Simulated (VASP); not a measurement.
# Tc: Tc into a neighbouring Tc vacancy, part 4 of 5

Wanted: the minimum-energy path in Tc for this move: Tc into a neighbouring Tc vacancy. The start is a cell from a database of measured crystal structures.

VASP 6.6.1; PBEsol; plane waves and PAW (Tc).

So far. Step 3 (Relax the start): The run ended after 17 ionic steps, 0.264 eV below its first step, once the forces on the free atoms met EDIFFG = -0.05. Step 4 (Relax the end): The run ended after 24 ionic steps, 0.323 eV below its first step, once the forces on the free atoms met EDIFFG = -0.05.

## (5) Nudged elastic band

Images on a straight line between the ends relax across the path, while springs keep them spaced along it.

Input file INCAR:

```
SYSTEM = Tc
PREC = Normal
ENCUT = 280
EDIFF = 1E-05
NELM = 120
ISMEAR = 1
SIGMA = 0.15
LREAL = Auto
ALGO = Fast
GGA = PS
NBANDS = 150
LASPH = .TRUE.
LWAVE = .FALSE.
LCHARG = .FALSE.
NCORE = 2
IMAGES = 3
SPRING = -5
IBRION = 3
POTIM = 0.15
NSW = 60
EDIFFG = -0.05
ISYM = 0
ISIF = 0
SMASS = 1
```

Input file POSCAR:

```
Tc
1.0
    8.1457419003      0.0000000000      0.0000000000
   -4.0728709500      7.0544194185      0.0000000000
    0.0000000000      0.0000000000      8.6876415836
Tc
35
Direct
    0.2223421443      0.1111118974      0.8800595338
    0.2206801691      0.4443180857      0.3787246539
    0.2205324788      0.4421410543      0.8781751038
    0.2208051035      0.7765244455      0.3786534124
    0.2204925957      0.7785216501      0.8779483418
    0.5573628158      0.1125590258      0.3782688464
    0.5547280573      0.1130014933      0.8778155902
    0.5573031137      0.4446849513      0.3785024987
    0.5546976074      0.4419855616      0.8779361472
    0.5554692439      0.7777946633      0.3787150406
    0.5555251102      0.7777156349      0.8781632372
    0.8889123000      0.1127246475      0.3785475823
    0.8910650790      0.1125866640      0.8780201604
    0.8890083242      0.4444417379      0.3796900820
    0.8889434682      0.4443792282      0.8803104116
    0.8885169244      0.7757587670      0.3786340595
    0.8911254755      0.7785911500      0.8780136642
    0.1115174155      0.2218537988      0.1223608818
    0.1128948424      0.2202326706      0.6171126887
    0.1109430376      0.5555810037      0.1197125085
    0.1104260779      0.5552125388      0.6213272727
    0.1115370011      0.8896401353      0.1224521895
    0.1129646879      0.8926590887      0.6166930937
    0.4436951779      0.2218562206      0.1243457305
    0.4407570753      0.2202918887      0.6151241989
    0.4445942091      0.5560207053      0.1238624475
    0.4451576031      0.5569713222      0.6212395258
    0.4446992787      0.8886515146      0.1225948360
    0.4452466614      0.8882708945      0.6215311118
    0.7777822593      0.2222939253      0.1188981079
    0.7783806153      0.2231497844      0.6222532030
    0.7777995479      0.5554783687      0.1187140387
    0.7782585009      0.5549358054      0.6227553382
    0.7771581784      0.8884755493      0.1248696100
    0.7764618532      0.8881966868      0.6206608138
```

Input file KPOINTS:

```
Automatic mesh
0
Gamma
3 3 2
0 0 0
```

Input file 00/POSCAR:

```
Tc
1.0
    8.1457419003      0.0000000000      0.0000000000
   -4.0728709500      7.0544194185      0.0000000000
    0.0000000000      0.0000000000      8.6876415836
Tc
35
Direct
    0.2223421443      0.1111118974      0.8800595338
    0.2206801691      0.4443180857      0.3787246539
    0.2205324788      0.4421410543      0.8781751038
    0.2208051035      0.7765244455      0.3786534124
    0.2204925957      0.7785216501      0.8779483418
    0.5573628158      0.1125590258      0.3782688464
    0.5547280573      0.1130014933      0.8778155902
    0.5573031137      0.4446849513      0.3785024987
    0.5546976074      0.4419855616      0.8779361472
    0.5554692439      0.7777946633      0.3787150406
    0.5555251102      0.7777156349      0.8781632372
    0.8889123000      0.1127246475      0.3785475823
    0.8910650790      0.1125866640      0.8780201604
    0.8890083242      0.4444417379      0.3796900820
    0.8889434682      0.4443792282      0.8803104116
    0.8885169244      0.7757587670      0.3786340595
    0.8911254755      0.7785911500      0.8780136642
    0.1115174155      0.2218537988      0.1223608818
    0.1128948424      0.2202326706      0.6171126887
    0.1109430376      0.5555810037      0.1197125085
    0.1104260779      0.5552125388      0.6213272727
    0.1115370011      0.8896401353      0.1224521895
    0.1129646879      0.8926590887      0.6166930937
    0.4436951779      0.2218562206      0.1243457305
    0.4407570753      0.2202918887      0.6151241989
    0.4445942091      0.5560207053      0.1238624475
    0.4451576031      0.5569713222      0.6212395258
    0.4446992787      0.8886515146      0.1225948360
    0.4452466614      0.8882708945      0.6215311118
    0.7777822593      0.2222939253      0.1188981079
    0.7783806153      0.2231497844      0.6222532030
    0.7777995479      0.5554783687      0.1187140387
    0.7782585009      0.5549358054      0.6227553382
    0.7771581784      0.8884755493      0.1248696100
    0.7764618532      0.8881966868      0.6206608138
```

Input file 01/POSCAR:

```
Tc
1.0
    8.1457419003      0.0000000000      0.0000000000
   -4.0728709500      7.0544194185      0.0000000000
    0.0000000000      0.0000000000      8.6876415836
Tc
35
Direct
    0.2219664627      0.1111884872      0.8778384866
    0.2207115316      0.3605486707      0.3767162592
    0.2209735308      0.4426576395      0.8760250092
    0.2208864704      0.7767873889      0.3766586207
    0.2205326656      0.7776057083      0.8761718619
    0.5569376480      0.1121853192      0.3762733123
    0.5549669152      0.1124407738      0.8761565503
    0.5575070176      0.4450170007      0.3765916773
    0.5547708956      0.4428785152      0.8762729872
    0.5561587028      0.7779456966      0.3768289968
    0.5553002578      0.7769203452      0.8764810678
    0.8889898546      0.1118246546      0.3765961958
    0.8910766666      0.1123377330      0.8763289591
    0.8890163234      0.4449073990      0.3773476886
    0.8895082690      0.4446727708      0.8779217236
    0.8886596647      0.7762343327      0.3763331304
    0.8906589884      0.7783738478      0.8757427910
    0.1120024119      0.2228536786      0.1246760456
    0.1125537019      0.2207895388      0.6197599076
    0.1114993992      0.5550989516      0.1226627010
    0.1108396761      0.5550609572      0.6223661598
    0.1112776045      0.8893174194      0.1237907724
    0.1124590038      0.8915714673      0.6197798492
    0.4441977557      0.2216853534      0.1252243940
    0.4418033694      0.2206391134      0.6175389374
    0.4437721416      0.5554217843      0.1264830038
    0.4448379382      0.5564493542      0.6221403128
    0.4449184100      0.8890582843      0.1237452525
    0.4451627560      0.8885091740      0.6224382646
    0.7775577560      0.2220800390      0.1212814498
    0.7782062414      0.2228568156      0.6223239003
    0.7779617922      0.5556883590      0.1203334704
    0.7781914239      0.5551011868      0.6246756224
    0.7775712240      0.8884066673      0.1251856694
    0.7768351691      0.8882827208      0.6230664016
```

Input file 02/POSCAR:

```
Tc
1.0
    8.1457419003      0.0000000000      0.0000000000
   -4.0728709500      7.0544194185      0.0000000000
    0.0000000000      0.0000000000      8.6876415836
Tc
35
Direct
    0.2215907812      0.1112650771      0.8756174393
    0.2207428940      0.2767792557      0.3747078646
    0.2214145828      0.4431742247      0.8738749145
    0.2209678373      0.7770503322      0.3746638290
    0.2205727355      0.7766897665      0.8743953820
    0.5565124801      0.1118116127      0.3742777781
    0.5552057731      0.1118800543      0.8744975104
    0.5577109216      0.4453490501      0.3746808560
    0.5548441838      0.4437714688      0.8746098272
    0.5568481617      0.7780967299      0.3749429530
    0.5550754054      0.7761250556      0.8747988984
    0.8890674093      0.1109246617      0.3746448092
    0.8910882541      0.1120888020      0.8746377578
    0.8890243226      0.4453730601      0.3750052952
    0.8900730698      0.4449663134      0.8755330356
    0.8888024050      0.7767098984      0.3740322012
    0.8901925013      0.7781565457      0.8734719178
    0.1124874084      0.2238535585      0.1269912093
    0.1122125614      0.2213464070      0.6224071266
    0.1120557608      0.5546168996      0.1256128934
    0.1112532743      0.5549093755      0.6234050470
    0.1110182080      0.8889947036      0.1251293553
    0.1119533196      0.8904838458      0.6228666047
    0.4447003335      0.2215144861      0.1261030576
    0.4428496636      0.2209863380      0.6199536759
    0.4429500740      0.5548228634      0.1291035602
    0.4445182734      0.5559273862      0.6230410998
    0.4451375414      0.8894650540      0.1248956690
    0.4450788505      0.8887474535      0.6233454174
    0.7773332528      0.2218661528      0.1236647916
    0.7780318674      0.2225638467      0.6223945976
    0.7781240364      0.5558983492      0.1219529020
    0.7781243469      0.5552665681      0.6265959066
    0.7779842696      0.8883377854      0.1255017288
    0.7772084850      0.8883687548      0.6254719894
```

Input file 03/POSCAR:

```
Tc
1.0
    8.1457419003      0.0000000000      0.0000000000
   -4.0728709500      7.0544194185      0.0000000000
    0.0000000000      0.0000000000      8.6876415836
Tc
35
Direct
    0.2212150996      0.1113416670      0.8733963920
    0.2207742565      0.1930098407      0.3726994700
    0.2218556349      0.4436908099      0.8717248198
    0.2210492042      0.7773132756      0.3726690373
    0.2206128054      0.7757738247      0.8726189022
    0.5560873122      0.1114379062      0.3722822440
    0.5554446310      0.1113193348      0.8728384706
    0.5579148255      0.4456810995      0.3727700346
    0.5549174721      0.4446644223      0.8729466672
    0.5575376206      0.7782477632      0.3730569092
    0.5548505530      0.7753297660      0.8731167290
    0.8891449640      0.1100246688      0.3726934227
    0.8910998416      0.1118398710      0.8729465564
    0.8890323217      0.4458387212      0.3726629017
    0.8906378705      0.4452598559      0.8731443477
    0.8889451453      0.7771854642      0.3717312720
    0.8897260142      0.7779392436      0.8712010445
    0.1129724048      0.2248534384      0.1293063730
    0.1118714210      0.2219032752      0.6250543456
    0.1126121225      0.5541348475      0.1285630859
    0.1116668725      0.5547577938      0.6244439341
    0.1107588114      0.8886719877      0.1264679381
    0.1114476354      0.8893962244      0.6259533602
    0.4452029113      0.2213436188      0.1269817211
    0.4438959578      0.2213335626      0.6223684144
    0.4421280065      0.5542239424      0.1317241165
    0.4441986086      0.5554054183      0.6239418868
    0.4453566727      0.8898718238      0.1260460856
    0.4449949450      0.8889857330      0.6242525702
    0.7771087495      0.2216522666      0.1260481335
    0.7778574934      0.2222708778      0.6224652948
    0.7782862807      0.5561083395      0.1235723337
    0.7780572698      0.5554319494      0.6285161908
    0.7783973152      0.8882689034      0.1258177882
    0.7775818008      0.8884547887      0.6278775773
```

Input file 04/POSCAR:

```
Tc
1.0
    8.1457419003      0.0000000000      0.0000000000
   -4.0728709500      7.0544194185      0.0000000000
    0.0000000000      0.0000000000      8.6876415836
Tc
35
Direct
    0.2208394180      0.1114182568      0.8711753448
    0.2208056190      0.1092404257      0.3706910753
    0.2222966869      0.4442073951      0.8695747252
    0.2211305711      0.7775762190      0.3706742456
    0.2206528753      0.7748578829      0.8708424223
    0.5556621444      0.1110641996      0.3702867098
    0.5556834889      0.1107586153      0.8711794307
    0.5581187295      0.4460131489      0.3708592132
    0.5549907603      0.4455573759      0.8712835072
    0.5582270795      0.7783987965      0.3711708654
    0.5546257006      0.7745344763      0.8714345596
    0.8892225186      0.1091246759      0.3707420362
    0.8911114292      0.1115909400      0.8712553551
    0.8890403209      0.4463043823      0.3703205083
    0.8912026713      0.4455533985      0.8707556597
    0.8890878856      0.7776610299      0.3694303429
    0.8892595271      0.7777219414      0.8689301713
    0.1134574012      0.2258533182      0.1316215368
    0.1115302805      0.2224601434      0.6277015645
    0.1131684841      0.5536527954      0.1315132784
    0.1120804707      0.5546062122      0.6254828212
    0.1104994148      0.8883492718      0.1278065210
    0.1109419513      0.8883086030      0.6290401157
    0.4457054891      0.2211727516      0.1278603846
    0.4449422519      0.2216807873      0.6247831529
    0.4413059390      0.5536250214      0.1343446728
    0.4438789437      0.5548834503      0.6248426738
    0.4455758040      0.8902785935      0.1271965021
    0.4449110396      0.8892240125      0.6251597230
    0.7768842462      0.2214383803      0.1284314754
    0.7776831195      0.2219779090      0.6225359921
    0.7784485249      0.5563183298      0.1251917654
    0.7779901928      0.5555973308      0.6304364750
    0.7788103608      0.8882000214      0.1261338476
    0.7779551167      0.8885408227      0.6302831651
```

PAW data sets: Tc (PBE family, release 64).

On the command line:

```sh
> mpirun -np 6 vasp_std
```

The log of the run:

```text
[banner, memory and clock lines left out]
running    6 mpi-ranks, on    1 nodes
 each image running on    2 cores
 distrk:  each k-point on    2 cores,    1 groups
 distr:  one band on    2 cores,    1 groups

 POSCAR found type information on POSCAR Tc
 01/POSCAR found :  1 types and      35 ions
 [... a notice as in an earlier step ...]

 LDA part: xc-table for (Slater+PW92), standard interpolation
 POSCAR found type information on POSCAR Tc
 00/POSCAR found :  1 types and      35 ions
 POSCAR found type information on POSCAR Tc
 04/POSCAR found :  1 types and      35 ions
 POSCAR, INCAR and KPOINTS ok, starting setup
 FFT: planning ... GRIDC
 FFT: planning ... GRID_SOFT
 FFT: planning ... GRID
 WAVECAR not read
 entering main loop
       N       E                     dE             d eps       ncg     rms          rms(c)
DAV:   1     0.656034610721E+03    0.65603E+03   -0.76875E+04  3000   0.893E+02
DAV:   2    -0.315486794806E+03   -0.97152E+03   -0.90835E+03  3212   0.222E+02
DAV:   3    -0.414024594915E+03   -0.98538E+02   -0.91220E+02  4672   0.505E+01
DAV:   4    -0.418918388103E+03   -0.48938E+01   -0.47250E+01  4248   0.121E+01
DAV:   5    -0.419061595218E+03   -0.14321E+00   -0.14176E+00  4272   0.211E+00    0.103E+02
RMM:   6    -0.397811240307E+03    0.21250E+02   -0.44118E+01  3002   0.169E+01    0.378E+01
RMM:   7    -0.406575689689E+03   -0.87644E+01   -0.73353E+01  3439   0.154E+01    0.216E+01
RMM:   8    -0.390792718321E+03    0.15783E+02   -0.24179E+01  3070   0.916E+00    0.377E+00
RMM:   9    -0.391612331667E+03   -0.81961E+00   -0.12327E+01  3942   0.441E+00    0.287E+00
RMM:  10    -0.391479485537E+03    0.13285E+00   -0.95217E-01  3394   0.170E+00    0.171E+00
RMM:  11    -0.391425482158E+03    0.54003E-01   -0.24720E-01  3567   0.778E-01    0.111E+00
RMM:  12    -0.391408195761E+03    0.17286E-01   -0.13996E-01  3723   0.574E-01    0.883E-01
RMM:  13    -0.391404264944E+03    0.39308E-02   -0.60083E-02  3661   0.392E-01    0.721E-01
RMM:  14    -0.391395159997E+03    0.91049E-02   -0.17894E-02  3245   0.241E-01    0.275E-01
RMM:  15    -0.391394863393E+03    0.29660E-03   -0.15560E-02  3801   0.164E-01    0.141E-01
RMM:  16    -0.391394668165E+03    0.19523E-03   -0.19339E-03  3429   0.768E-02    0.801E-02
RMM:  17    -0.391394721387E+03   -0.53222E-04   -0.72181E-04  3513   0.441E-02    0.653E-02
RMM:  18    -0.391394714979E+03    0.64076E-05   -0.24697E-04  3547   0.259E-02    0.320E-02
RMM:  19    -0.391394705885E+03    0.90941E-05   -0.10740E-04  2965   0.142E-02    0.133E-02
RMM:  20    -0.391394702864E+03    0.30213E-05   -0.25070E-05  1901   0.826E-03
   1 F= -.39139470E+03 E0= -.39139305E+03  d E =-.391395E+03
damped:  g(F)=  0.655E+00 g(S)=  0.000E+00 dE (1.order)=-0.873E+00
 bond charge predicted
       N       E                     dE             d eps       ncg     rms          rms(c)
DAV:   1    -0.391536385815E+03   -0.14168E+00   -0.99761E+00  3216   0.629E+00    0.731E-01
RMM:   2    -0.391553318059E+03   -0.16932E-01   -0.18828E-01  3142   0.107E+00    0.867E-01
RMM:   3    -0.391543640942E+03    0.96771E-02   -0.37442E-02  3369   0.413E-01    0.438E-01
RMM:   4    -0.391543666728E+03   -0.25786E-04   -0.20236E-02  3633   0.241E-01    0.329E-01
RMM:   5    -0.391542090961E+03    0.15758E-02   -0.68821E-03  3221   0.156E-01    0.117E-01
RMM:   6    -0.391542309583E+03   -0.21862E-03   -0.37785E-03  3884   0.967E-02    0.983E-02
RMM:   7    -0.391542138211E+03    0.17137E-03   -0.72552E-04  3268   0.492E-02    0.407E-02
RMM:   8    -0.391542131985E+03    0.62257E-05   -0.36332E-04  3982   0.273E-02    0.292E-02
RMM:   9    -0.391542114755E+03    0.17231E-04   -0.12497E-04  3278   0.203E-02    0.194E-02
RMM:  10    -0.391542111624E+03    0.31308E-05   -0.37100E-05  2042   0.120E-02
   2 F= -.39154211E+03 E0= -.39154127E+03  d E =-.147409E+00
[... from here on, the cycles between the ionic steps are left out ...]
   3 F= -.39166229E+03 E0= -.39166226E+03  d E =-.120179E+00
   4 F= -.39173524E+03 E0= -.39173576E+03  d E =-.729454E-01
   5 F= -.39178130E+03 E0= -.39178222E+03  d E =-.460686E-01
   6 F= -.39181397E+03 E0= -.39181523E+03  d E =-.326653E-01
   7 F= -.39183900E+03 E0= -.39184058E+03  d E =-.250290E-01
   8 F= -.39185947E+03 E0= -.39186138E+03  d E =-.204715E-01
   9 F= -.39187652E+03 E0= -.39187875E+03  d E =-.170523E-01
  10 F= -.39189127E+03 E0= -.39189379E+03  d E =-.147494E-01
  11 F= -.39190447E+03 E0= -.39190720E+03  d E =-.131957E-01
  12 F= -.39191655E+03 E0= -.39191946E+03  d E =-.120792E-01
  13 F= -.39192769E+03 E0= -.39193075E+03  d E =-.111409E-01
  14 F= -.39193785E+03 E0= -.39194102E+03  d E =-.101625E-01
  15 F= -.39194671E+03 E0= -.39194996E+03  d E =-.886218E-02
  16 F= -.39195466E+03 E0= -.39195795E+03  d E =-.794624E-02
  17 F= -.39196177E+03 E0= -.39196506E+03  d E =-.711036E-02
  18 F= -.39196848E+03 E0= -.39197175E+03  d E =-.670771E-02
  19 F= -.39197475E+03 E0= -.39197800E+03  d E =-.626984E-02
  20 F= -.39198058E+03 E0= -.39198381E+03  d E =-.582921E-02
  21 F= -.39198582E+03 E0= -.39198904E+03  d E =-.524264E-02
  22 F= -.39199050E+03 E0= -.39199370E+03  d E =-.467707E-02
  23 F= -.39199474E+03 E0= -.39199793E+03  d E =-.424049E-02
  24 F= -.39199855E+03 E0= -.39200172E+03  d E =-.381122E-02
  25 F= -.39200194E+03 E0= -.39200511E+03  d E =-.339567E-02
  26 F= -.39200491E+03 E0= -.39200806E+03  d E =-.296761E-02
  27 F= -.39200753E+03 E0= -.39201065E+03  d E =-.262020E-02
  28 F= -.39200973E+03 E0= -.39201282E+03  d E =-.220065E-02
  29 F= -.39201165E+03 E0= -.39201470E+03  d E =-.191366E-02
  30 F= -.39201323E+03 E0= -.39201624E+03  d E =-.158911E-02
  31 F= -.39201457E+03 E0= -.39201752E+03  d E =-.133703E-02
  32 F= -.39201577E+03 E0= -.39201866E+03  d E =-.119536E-02
  33 F= -.39201682E+03 E0= -.39201965E+03  d E =-.104851E-02
  34 F= -.39201777E+03 E0= -.39202055E+03  d E =-.952911E-03
  35 F= -.39201861E+03 E0= -.39202134E+03  d E =-.846651E-03
  36 F= -.39201942E+03 E0= -.39202210E+03  d E =-.807830E-03
  37 F= -.39202017E+03 E0= -.39202281E+03  d E =-.747479E-03
  38 F= -.39202085E+03 E0= -.39202345E+03  d E =-.679398E-03
  39 F= -.39202148E+03 E0= -.39202404E+03  d E =-.631150E-03
  40 F= -.39202210E+03 E0= -.39202462E+03  d E =-.620601E-03
  41 F= -.39202271E+03 E0= -.39202520E+03  d E =-.606043E-03
  42 F= -.39202328E+03 E0= -.39202574E+03  d E =-.576821E-03
  43 F= -.39202387E+03 E0= -.39202630E+03  d E =-.581540E-03
  44 F= -.39202445E+03 E0= -.39202687E+03  d E =-.581335E-03
  45 F= -.39202502E+03 E0= -.39202742E+03  d E =-.571964E-03
damped:  g(F)=  0.827E-03 g(S)=  0.000E+00 dE (1.order)=-0.165E-02
 bond charge predicted
       N       E                     dE             d eps       ncg     rms          rms(c)
DAV:   1    -0.392025538153E+03   -0.51409E-03   -0.68284E-02  3012   0.521E-01    0.303E-02
RMM:   2    -0.392025598585E+03   -0.60432E-04   -0.71892E-04  3003   0.797E-02    0.327E-02
RMM:   3    -0.392025595878E+03    0.27070E-05   -0.19123E-04  3542   0.308E-02    0.212E-02
RMM:   4    -0.392025587193E+03    0.86850E-05   -0.40920E-05  2134   0.131E-02
  46 F= -.39202559E+03 E0= -.39202798E+03  d E =-.568188E-03
damped:  g(F)=  0.810E-03 g(S)=  0.000E+00 dE (1.order)=-0.161E-02
 reached required accuracy - stopping structural energy minimisation
```

Run time: 25 min. Hardware: 6 MPI ranks of Intel Xeon 6975P-C (Granite Rapids), shared host; peak memory 1.6 GiB; 2.5 h of CPU time.

(Continued in part 5 of 5.)

[Lines on the potential files, build, host, timing and source positions are cut from VASP's logs without a mark.]

[Logs are printed without paths, hosts, clocks, repeated set-up lines and the standing remarks that a program may print on its own settings, such as how far it seeks lower states.]

[Hosts, paths, dates, database ids (printed as entryN), source tags and the programs' standing remarks are cut or masked in the printed files.]

[Runs that stopped without an error message from VASP are left out.]
